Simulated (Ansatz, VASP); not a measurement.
# VGe2N4 (VGe2N4 monolayer) in two plane-wave programs

One calculation is typed for both programs; each brings its own data sets. How far apart do they land? Of the first pair: The structure shown is the start of the Ansatz relaxation below; VASP solves that cell, so the two are compared at the walk's first step.

Main program and level: Ansatz 0.2.0; plane waves, with VASP 6.6.1 beside it; single point at PBE with D3(BJ).

## Step 1: Set-up

The cell holds 7 atoms: 4 N, 2 Ge and 1 V. Its edges and angles: a = 3.020 Å, b = 3.020 Å, c = 45.176 Å, α = 90.0°, β = 90.0°, γ = 120.0°. Vacuum lies along c.

Coordinates:

```cif
data_structure
_symmetry_space_group_name_H-M 'P 1'
_symmetry_Int_Tables_number 1
_cell_length_a 3.0200
_cell_length_b 3.0200
_cell_length_c 45.1758
_cell_angle_alpha 90.000
_cell_angle_beta 90.000
_cell_angle_gamma 120.000
_cell_volume 356.82
loop_
_atom_site_label
_atom_site_type_symbol
_atom_site_fract_x
_atom_site_fract_y
_atom_site_fract_z
_atom_site_occupancy
N1 N 0.00000 0.00000 0.42169 1
N2 N 0.33333 0.66667 0.47543 1
N3 N 0.33333 0.66667 0.52457 1
N4 N 0.00000 0.00000 0.57831 1
Ge5 Ge 0.33333 0.66667 0.43470 1
Ge6 Ge 0.33333 0.66667 0.56530 1
V7 V 0.00000 0.00000 0.50000 1
```

## Step 2: Ansatz: relaxation, PBE with D3(BJ)

Ansatz runs on its default PAW (the set named soft_2) files.

The two programs are compared at the cell with which this relaxation starts, whose forces are those of its first step.

The input, input.yaml:

```yaml
crystal:
  lattice:
    - [3.02, 0.0, 0.0]
    - [-1.51, 2.6153967194, 0.0]
    - [0.0, 0.0, 45.1757585684]
  atoms:
    - { symbol: "N", position: [0.0, 0.0, 0.4216863336] }
    - { symbol: Ge, position: [0.3333333333, 0.6666666667, 0.4346969425] }
    - { symbol: "N", position: [0.3333333333, 0.6666666667, 0.4754267511] }
    - { symbol: V, position: [0.0, 0.0, 0.5], spin: 1.0 }
    - { symbol: "N", position: [0.3333333333, 0.6666666667, 0.5245732489] }
    - { symbol: Ge, position: [0.3333333333, 0.6666666667, 0.5653030575] }
    - { symbol: "N", position: [0.0, 0.0, 0.5783136664] }
  periodic: [true, true, false]
magnetization:
  spin_polarized: true
kpoints:
  mp_grid: { grid: [12, 12, 1] }
hamiltonian:
  xc: pbe
  dispersion: d3bj
scf:
  occupations: { method: fermi_dirac, width: 0.05 }
  convergence: { dr2_threshold: 1.0e-09 }
relax:
  f_tol: 0.004
  max_steps: 90
  cell: {}
output:
  write_potential: true
  write_density: true
  volumetric_format: npy
```

On the command line:

```
ansatz run input.yaml --threads 4 --pin off --max-ram 6144MiB --backend cpu --events-out ev --progress --plain --runs-dir out
```

Numbers of over 12 decimals in the logs are rounded to 6 here.

The log of the run:

```text
Warning: relax.cell: scf.convergence.dr2_threshold = 1e-9 eV is looser than the 2.40070075109e-10 eV advised for a relaxation that steers and ends on the stress (1e-10 eV for each atom of the cell: 7, times the square of relax.cell.stress_2d_tol = 0.05 N/m over 17.1 Å (the atoms' height at the walk's start and 5 Å past either face), 2.928e-2 GPa, over a crystal's default 0.05). What an SCF threshold leaves in a stress goes as its square root, and in the free energy as the threshold itself, and one threshold admits the most on a small cell: [figures from the program's tests cut] Set scf.convergence.dr2_threshold to 2.40070075109e-10 eV or tighter. [rest of the remark cut]
Engine: ansatz 0.2.0, aarch64-unknown-linux-gnu
Pseudopotentials: kind: paw
Pseudopotential: N, paw, valence charge 5, recommended cutoff 420 eV (normal), N.paw.azcp
Pseudopotential: Ge, paw, valence charge 14, recommended cutoff 420 eV (normal), Ge.paw.azcp
Pseudopotential: V, paw, valence charge 13, recommended cutoff 420 eV (normal), V.paw.azcp
Functional definition: PBE
  parameter kappa = 0.804
  parameter beta = 0.066725
  exchange = pbe_x(kappa = kappa, mu = beta*pi^2/3)
  correlation = pbe_c(beta = beta)
Crystal: 7 atoms, lattice volume = 356.821 Å³
Basis set: ecut = 420 eV, 6859 PW (Γ), exchange–correlation on 48×48×640 points (8 copies of the dense FFT grid, shifted against one another)
Bands: 38, of which v1, the nominal top of the filled ones, is band 31 counted from 1 (30 counted from 0)
Symmetry: 12 space group operations
Space group: P-6m2 (ITA 187), of the structure as read, at distance tolerance 7.1e-5 Å
Magnetic group: BNS 187.209 (UNI 1439), of the structure as read, at distance tolerance 7.1e-5 Å
k-points: 19 of 144 (time reversal used)
Non-local potential: N, projectors of the file, l = 0: 2, l = 1: 2, l = 2: 1
Non-local potential: Ge, projectors of the file, l = 0: 2, l = 1: 2, l = 2: 3, l = 3: 1
Non-local potential: V, projectors of the file, l = 0: 3, l = 1: 2, l = 2: 3, l = 3: 1
PAW form: soft (Blöchl's): semilocal exchange-correlation on the pseudo side does not see the compensation charge
PAW one-centre angular grid: N, 110 points (default); XC on 64 Gauss nodes
PAW one-centre angular grid: Ge, 590 points (default); XC on 64 Gauss nodes
PAW one-centre angular grid: V, 590 points (default); XC on 64 Gauss nodes
Initial density: superposition of atomic densities (neutral atoms: chi_scale 0, normalization atom)
Starting moments: Σ|m| = 1 μB on 1 of 7 sites
Initial wavefunctions: pseudopotential atomic-orbital guess
Functional: x = pbe(κ = 0.804, μ = 0.219515), c = pbe(β = 0.066725)
SCF iter   1: F=—  HF=-13049.983767 eV  |F-HF|=—  |Δ(HF+E_count)|=         —  Δρ=4.46e-2 (↑4.46e-2 ↓4.31e-2)  dr2=3.09e1  dr2_m=5.77e-2  M=0.857 μB ∫|m|=0.949 μB  β_m=0.30  ethr=3.10e-3  ⟨swp⟩=14.0  Hψ=9641  notcnv=0
Mixer restart at iter 1: flushing history
preconditioner: auto → LDOS  [metal: Δε(μ)=0.085 eV  Ē_g=16.930 eV  σ=0.050 eV  W_gap=0.36  n_scr=28 (ndim 8)  ℏωp=14.3 eV  f_vac=0.764  D(μ)=1.55/eV (n_scr^D=12)]
spin=Collinear: LDOS preconditioning applied to the charge; magnetization (m = ρ↑ − ρ↓) channel mixes plain (no charge-response kernel on spin).
SCF iter   2: F=—  HF=-13042.214795 eV  |F-HF|=—  |Δ(HF+E_count)|=    7.77e0  Δρ=1.63e-2 (↑1.61e-2 ↓1.63e-2)  dr2=3.92e0  dr2_m=2.24e-2  M=0.884 μB ∫|m|=1.007 μB  β_m=0.37  ethr=3.10e-3  ⟨swp⟩=4.5  Hψ=4146  notcnv=0  defer=57
preconditioner: auto → Resta (q_TF=auto, 2.033 Å⁻¹)  ε∞=1.7  [insulator: Δε(μ)=0.116 eV  Ē_g=17.329 eV  σ=0.050 eV  W_gap=0.51  n_scr=28 (ndim 8)  ℏωp=14.3 eV  f_vac=0.768  D(μ)=1.38/eV (n_scr^D=12)  ε∞_Penn≈1.7  vacuum switching on, ρ_ref=2.2e-2 e/Å³]
spin=Collinear: Resta preconditioning applied to the charge; magnetization (m = ρ↑ − ρ↓) channel mixes plain (no charge-response kernel on spin).
SCF iter   3: F=—  HF=-13041.152087 eV  |F-HF|=—  |Δ(HF+E_count)|=    1.06e0  Δρ=7.91e-3 (↑7.91e-3 ↓7.37e-3)  dr2=3.41e-1  dr2_m=1.25e-2  M=0.897 μB ∫|m|=1.058 μB  β_m=0.43  ethr=3.10e-3  ⟨swp⟩=3.0  Hψ=3249  notcnv=0  defer=57
SCF iter   4: F=—  HF=-13041.288673 eV  |F-HF|=—  |Δ(HF+E_count)|=   1.37e-1  Δρ=4.01e-3 (↑3.84e-3 ↓4.01e-3)  dr2=8.80e-2  dr2_m=4.86e-3  M=0.914 μB ∫|m|=1.079 μB  β_m=0.61  ethr=5.59e-4  ⟨swp⟩=3.3  Hψ=2998  notcnv=0  defer=57
[...]
SCF iter   2: F=—  HF=-13041.451665 eV  |F-HF|=—  |Δ(HF+E_count)|=   6.10e-5  Δρ=5.34e-7 (↑5.34e-7 ↓4.91e-7)  dr2=3.37e-9  dr2_m=2.84e-11  M=0.967 μB ∫|m|=1.191 μB  β_m=0.30  ethr=2.94e-12  ⟨swp⟩=6.2  Hψ=6174  notcnv=0
SCF iter   3: F=—  HF=-13041.451665 eV  |F-HF|=—  |Δ(HF+E_count)|=   1.85e-9  Δρ=2.93e-7 (↑2.93e-7 ↓2.63e-7)  dr2=4.00e-10  dr2_m=1.07e-11  M=0.967 μB ∫|m|=1.191 μB  β_m=0.65  ethr=2.94e-12  ⟨swp⟩=2.2  Hψ=2464  notcnv=0
SCF iter   4: F=—  HF=-13041.451665 eV  |F-HF|=—  |Δ(HF+E_count)|=  3.66e-10  Δρ=1.44e-7 (↑1.41e-7 ↓1.44e-7)  dr2=5.45e-10  dr2_m=1.27e-12  M=0.967 μB ∫|m|=1.191 μB  β_m=0.56  ethr=1.00e-12  ⟨swp⟩=3.2  Hψ=3138  notcnv=0
SCF iter   5: F=—  HF=-13041.451665 eV  |F-HF|=—  |Δ(HF+E_count)|=  5.13e-10  Δρ=8.78e-8 (↑8.78e-8 ↓7.69e-8)  dr2=5.62e-11  dr2_m=7.48e-13  M=0.967 μB ∫|m|=1.191 μB  β_m=0.64  ethr=1.00e-12  ⟨swp⟩=3.6  Hψ=2981  notcnv=0
SCF iter   6: F=-13041.451665 eV  HF=-13041.451665 eV  |F-HF|=1.13e-10  |Δ(HF+E_count)|=  6.18e-11  Δρ=1.18e-7 (↑1.18e-7 ↓1.01e-7)  dr2=3.06e-10  dr2_m=6.87e-13  M=0.967 μB ∫|m|=1.191 μB  ethr=1.00e-12  ⟨swp⟩=12.9  Hψ=10372  notcnv=0
SCF 9 converged in 6 iterations: F = -13041.451665 eV  dr2 = 3.06e-10
relax step   9: F+E_penalty+E_count = -13041.45166491 eV  Δ(F+E_penalty+E_count) = +5.689e-5 eV  max|allowed force component| = 1.044e-3 eV/Å  Δτ_max = 0.0000 Å  P = -0.007 N/m  Ω = 348.408 Å³  fix = [c, alpha, beta]  reactions: c -0.000 N/m  stress off target by 7.10e-3 N/m on what of the cell is left free  SCF on the basis re-selected at this cell (its energy is not comparable with the rows above)  (6 SCF iters)
basis re-selected at this cell: Δ(F+E_penalty+E_count) = +5.689e-5 eV, ΔP = -0.001 N/m vs the last step (what re-selecting the basis moved, of the pressure what is left beyond the Pulay correction that the steps carried, after the strain that the cell walked since its last selection, with what the two solves' SCF thresholds leave and, on support functions, any second-order correction that the steps lacked; it is no m [...]
WARN: The output density's exchange-correlation potential varies sharply where the density is thin. Do not read a vacuum level from v_tot or v_xc, or from such a field of the output density. On a cell that repeats whose density bears no net charge and no dipole along the vacuum's axis use v_es (v_loc + v_h of the components); under efield.dipole_correction with no amplitude use v_es + v_field, which holds any externa [...]
SCF converged after 6 iterations
Magnetization: 0.9666 μB (30.9833 up, 30.0167 down)
Absolute magnetization: 1.1907 μB (∫|ρ↑−ρ↓|, with the PAW one-centre terms)
Spin contamination: 0.0156 ħ² per cell (⟨S²⟩ above its minimum at these occupations)
Per-site moments (μB) at R_I (Å): [(0.00301767, 0.759584), (0.00289304, 0.759584), (-0.048081, 0.774463), (0.756669, 0.850475), (-0.048081, 0.774463), (0.00289304, 0.759584), (0.00301767, 0.759584)]
Free energy (F): -13041.451665 eV
Harris-Foulkes:  -13041.451665 eV  (|F-HF|=1.13e-10)
Internal energy: -13041.446000 eV  (E = F + TS)
E sigma→0 (E₀):  -13041.448832 eV
Entropy (-TS):   -0.005665 eV (-0.809 meV/atom)
Fermi energy:    -5.837238 eV
--- Per-component energies (eV) ---
  E_band       = -1455.847121
  E_kinetic    = 1081.924986
  E_local      = -368587.894105  (includes V_loc(G=0)·N_el)
  E_nonlocal   = 981.488110
  E_hartree    = 183289.306136
  E_xc         = -521.788890
  E_vxc        = -600.330638  (∫ρ·V_xc dr)
  E_paw        = -5667.356153  (= ΣΔE_a)
  E_vpaw       = -909.646567  (= ΣTr[D̂ρ^β])
  E_aug_tail   = 0.001033  (compensation charges beyond the density's cutoff)
  E_ewald      = 176384.510991
  E_disp       = -1.638108  (pairwise vdW)
  E_smearing   = -0.005665  (= −TS)
  E_closure    = -0.000000  (closes the sum)
  Σ components = -13041.451665   (vs F -13041.451665, Δ=0.00e0)
--- Forces (eV/Å), atoms counted from 1 ---
  atom   1  N     -0.00000000    -0.00000000     0.00078160
  atom   2  Ge     0.00000000     0.00000000    -0.00104368
  atom   3  N      0.00000000    -0.00000000     0.00015055
  atom   4  V     -0.00000000    -0.00000000    -0.00000000
  atom   5  N     -0.00000000    -0.00000000    -0.00015055
  atom   6  Ge     0.00000000     0.00000000     0.00104368
  atom   7  N     -0.00000000    -0.00000000    -0.00078160
  max |Σ_I F_I| component: 6.29e-16 eV/Å
--- 2D stress c σ (N/m, compression-positive) ---
       -0.007105       0.000000       0.000000
        0.000000      -0.007105      -0.000000
        0.000000      -0.000000      -0.000000
  P = ½ c Tr σ = -0.0071 N/m
--- Band table (eV; the first three rows and the last of 38) ---
  k-point 0 ↑: bands = [... 27 lower, -7.7914, -7.7914, -7.2042, -5.8834, -3.5531, -3.5531, -3.5119, -3.3447, ... 3 higher]
  k-point 1 ↑: bands = [... 27 lower, -7.9769, -7.9003, -7.0634, -5.8729, -3.7647, -3.7638, -3.4259, -3.4259, ... 3 higher]
  k-point 2 ↑: bands = [... 27 lower, -8.2807, -8.1755, -7.1019, -6.1161, -3.9633, -3.8787, -3.6498, -3.1165, ... 3 higher]
  k-point 18 ↓: bands = [... 27 lower, -9.1194, -7.9404, -7.4335, -5.5278, -4.1610, -3.1096, -2.6963, -2.6390, ... 3 higher]
  the weakly bound empty levels are not read free of the cell's end (no_gap_told)
--- Relaxed structure (7 steps of the walk, 6 accepted, 2 SCFs on fresh bases) ---
  F+E_penalty+E_count = -13041.45166491 eV   max|allowed force component| = 1.044e-3 eV/Å   (the final SCF, on the basis selected at the relaxed cell)
  cell:  # Å, volume = 348.4078 Å³
    - [2.984186, 0, 0]
    - [-1.492093, 2.584381, 0]
    - [0, 0, 45.1757585684]
  atoms:
    - { symbol: N, position: [1.1320578549471036e-17, -5.135725556199064e-17, 0.418987] }
    - { symbol: Ge, position: [0.333333, 0.666667, 0.433373] }
    - { symbol: N, position: [0.333333, 0.666667, 0.474933] }
    - { symbol: V, position: [1.0573552618554993e-17, -5.135725556199064e-17, 0.500000] }
    - { symbol: N, position: [0.333333, 0.666667, 0.525067] }
    - { symbol: Ge, position: [0.333333, 0.666667, 0.566627] }
    - { symbol: N, position: [9.826526687638938e-18, -5.135725556199064e-17, 0.581013] }
```

(Part 1 of 2 ends here.)

[Lines on the potential files, build, host, timing and source positions are cut from VASP's logs without a mark.]

[Logs are printed without paths, hosts, clocks, repeated set-up lines and the standing remarks that a program may print on its own settings, such as how far it seeks lower states.]

[Hosts, paths, dates, database ids (printed as entryN), source tags and the programs' standing remarks are cut or masked in the printed files.]
